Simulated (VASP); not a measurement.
Output of a VASP run:

File OSZICAR:
```
...
   1 F= -.10320210E+01 E0= -.10315319E+01  d E =-.103202E+01
       N       E                     dE             d eps       ncg     rms          rms(c)
DAV:   1    -0.935850656030E+00   -0.64947E-02   -0.16782E-01   464   0.307E+00    0.382E-01
DAV:   2    -0.930607381925E+00    0.52433E-02   -0.12521E-02   496   0.946E-01    0.189E-01
DAV:   3    -0.928932191428E+00    0.16752E-02   -0.88862E-03   688   0.593E-01    0.392E-02
DAV:   4    -0.928962298421E+00   -0.30107E-04   -0.15176E-04   584   0.120E-01    0.227E-02
DAV:   5    -0.929003636261E+00   -0.41338E-04   -0.24783E-05   776   0.586E-02    0.141E-02
DAV:   6    -0.929007614422E+00   -0.39782E-05   -0.51207E-06   760   0.226E-02    0.280E-03
DAV:   7    -0.929006839031E+00    0.77539E-06   -0.22838E-07   312   0.626E-03
   2 F= -.10328201E+01 E0= -.10323266E+01  d E =-.799046E-03
       N       E                     dE             d eps       ncg     rms          rms(c)
DAV:   1    -0.950923019117E+00   -0.21915E-01   -0.56471E-01   480   0.564E+00    0.704E-01
DAV:   2    -0.933117861250E+00    0.17805E-01   -0.41963E-02   480   0.174E+00    0.346E-01
DAV:   3    -0.927576421879E+00    0.55414E-02   -0.29624E-02   688   0.108E+00    0.703E-02
DAV:   4    -0.927670950965E+00   -0.94529E-04   -0.45746E-04   544   0.217E-01    0.410E-02
DAV:   5    -0.927798472687E+00   -0.12752E-03   -0.84311E-05   792   0.107E-01    0.257E-02
DAV:   6    -0.927808451104E+00   -0.99784E-05   -0.18253E-05   792   0.429E-02    0.471E-03
DAV:   7    -0.927807326100E+00    0.11250E-05   -0.83634E-07   344   0.117E-02    0.769E-04
DAV:   8    -0.927807420699E+00   -0.94599E-07   -0.12177E-07   272   0.274E-03
   3 F= -.10337451E+01 E0= -.10332426E+01  d E =-.172410E-02
       N       E                     dE             d eps       ncg     rms          rms(c)
DAV:   1    -0.101903034608E+01   -0.91223E-01   -0.23306E+00   472   0.115E+01    0.144E+00
DAV:   2    -0.944279055296E+00    0.74751E-01   -0.17171E-01   480   0.356E+00    0.696E-01
DAV:   3    -0.922133681296E+00    0.22145E-01   -0.11962E-01   696   0.216E+00    0.137E-01
DAV:   4    -0.922530499257E+00   -0.39682E-03   -0.16876E-03   520   0.432E-01    0.812E-02
DAV:   5    -0.923056599932E+00   -0.52610E-03   -0.45028E-04   744   0.241E-01    0.503E-02
DAV:   6    -0.923068638000E+00   -0.12038E-04   -0.52369E-05   800   0.747E-02    0.538E-03
DAV:   7    -0.923069941498E+00   -0.13035E-05   -0.76847E-06   760   0.317E-02    0.770E-04
DAV:   8    -0.923070042211E+00   -0.10071E-06   -0.69297E-08   248   0.225E-03
   4 F= -.10334030E+01 E0= -.10328774E+01  d E =-.138198E-02
       N       E                     dE             d eps       ncg     rms          rms(c)
DAV:   1    -0.962549676000E+00   -0.39480E-01   -0.89383E-01   464   0.709E+00    0.876E-01
DAV:   2    -0.935438608423E+00    0.27111E-01   -0.68156E-02   472   0.217E+00    0.445E-01
DAV:   3    -0.926167112235E+00    0.92715E-02   -0.49684E-02   680   0.141E+00    0.978E-02
DAV:   4    -0.926260749787E+00   -0.93638E-04   -0.90450E-04   512   0.292E-01    0.551E-02
DAV:   5    -0.926413418970E+00   -0.15267E-03   -0.11175E-04   848   0.130E-01    0.347E-02
DAV:   6    -0.926418113747E+00   -0.46948E-05   -0.40656E-05   752   0.592E-02    0.972E-03
DAV:   7    -0.926420953827E+00   -0.28401E-05   -0.13156E-06   440   0.142E-02    0.104E-03
DAV:   8    -0.926420854879E+00    0.98948E-07   -0.97074E-08   240   0.257E-03
   5 F= -.10339716E+01 E0= -.10334613E+01  d E =-.195053E-02
```

OUTCAR:
```
------------------------ aborting loop because EDIFF is reached ----------------------------------------
 Edisp (eV)   -0.10755
  FORCE on cell =-STRESS in cart. coord.  units (eV):
  Direction    XX          YY          ZZ          XY          YZ          ZX
  --------------------------------------------------------------------------------------
  Total      -0.00201    -0.00201    -0.00201     0.00000    -0.00000     0.00000
  in kB      -0.03745    -0.03745    -0.03745     0.00000    -0.00000     0.00000
  external pressure =       -0.04 kB  Pullay stress =        0.00 kB
  volume of cell :       85.98
      direct lattice vectors                 reciprocal lattice vectors
    -2.780452615  2.780452615  2.780452615     0.000000000  0.179826837  0.179826837
     2.780452615 -2.780452615  2.780452615     0.179826837  0.000000000  0.179826837
     2.780452615  2.780452615 -2.780452615     0.179826837  0.179826837  0.000000000
 POSITION                                       TOTAL-FORCE (eV/Angst)
 -----------------------------------------------------------------------------------
      0.00000      0.00000      0.00000         0.000000     -0.000000      0.000000
 -----------------------------------------------------------------------------------
    total drift:                               -0.000000      0.000000      0.000000
  FREE ENERGIE OF THE ION-ELECTRON SYSTEM (eV)
  ---------------------------------------------------
  free  energy   TOTEN  =        -1.0339715687 eV

  energy  without entropy=       -1.0324407356  energy(sigma->0) =       -1.03346129

 reached required accuracy - stopping structural energy minimisation
```
(Selected blocks of OUTCAR.)

POSCAR:
```
Rb
1
   -2.8250000000     2.8250000000     2.8250000000
    2.8250000000    -2.8250000000     2.8250000000
    2.8250000000     2.8250000000    -2.8250000000
Rb
1
Direct
  0.0000000000   0.0000000000   0.0000000000
```

Q: Write an INCAR and KPOINTS that could have produced this output.

A: This is not unique; one that fits is the input of the run itself, PBE GGA with D3 dispersion (Becke-Johnson damping), plane waves, VASP's PBE PAW potentials (set 64).

File KPOINTS:
```
Automatic
0
G
 8 8 8
0 0 0
```

### INCAR
```
ISMEAR  =  1   # Methfessel-Paxton
LASPH  =  .True.
NSW  =  60   # most ionic steps
ISIF  =  3
SYSTEM  =  Rb
LWAVE  =  .False.
EDIFF  =  1E-6   # SCF stop (eV)
ALGO  =  Normal   # blocked Davidson
GGA  =  PE   # PBE
SIGMA  =  0.1   # width (eV)
LCHARG  =  .False.
NELM  =  100   # most electronic steps
ENCUT  =  520   # plane-wave cut-off (eV)
IBRION  =  2   # conjugate gradients
EDIFFG  =  -0.01
IVDW  =  12   # D3, Becke-Johnson
LMAXMIX  =  4   # l cut-off of mixed one-centre charges
LREAL  =  .False.   # projection in real space or not
PREC  =  Accurate
```

POTCAR, in this order: Rb_sv (PBE.64 set). Program: vasp_std.

Energy and stress use the plane-wave basis of the starting cell.

The compound is Rb in the bcc structure. This run relaxes it. Symmetry was kept, so distortions that lower it aren't found.
